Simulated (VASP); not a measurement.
```
N
1.0
    3.71589     0.00000     0.00000
   -1.85795     3.21806     0.00000
    0.00000     0.00000     7.37584
N
4
Direct
  0.33333   0.66667   0.32506
  0.66667   0.33333   0.67494
  0.66667   0.33333   0.82506
  0.33333   0.66667   0.17494
```

Computed with r2SCAN meta-GGA, VASP's PBE PAW potentials (set 64) (plane waves; VASP). Numerical set-up: 600 eV cut-off, 6×6×4 Γ-centred mesh, Gaussian smearing of 0.050 eV, potentials N.

### Question
Which forces act on the atoms, in eV/Å?

### Answer

| atom | Fx | Fy | Fz |
|---|---|---|---|
| N1 | 0.000 | 0.000 | -0.130 |
| N2 | 0.000 | 0.000 | 0.130 |
| N3 | 0.000 | 0.000 | -0.130 |
| N4 | 0.000 | 0.000 | 0.130 |

### Question
Give the stress tensor in GPa (positive for a compressed cell).

### Answer

```
 0.12   0.00   0.00
 0.00   0.12   0.00
 0.00   0.00  -0.27
```
The pressure is its mean diagonal, -0.01 GPa.

The structure comes from a computed database's N entry (P6_3/mmc); how it stands against other phases isn't given here. It was relaxed first, which changed the volume by -16 %.
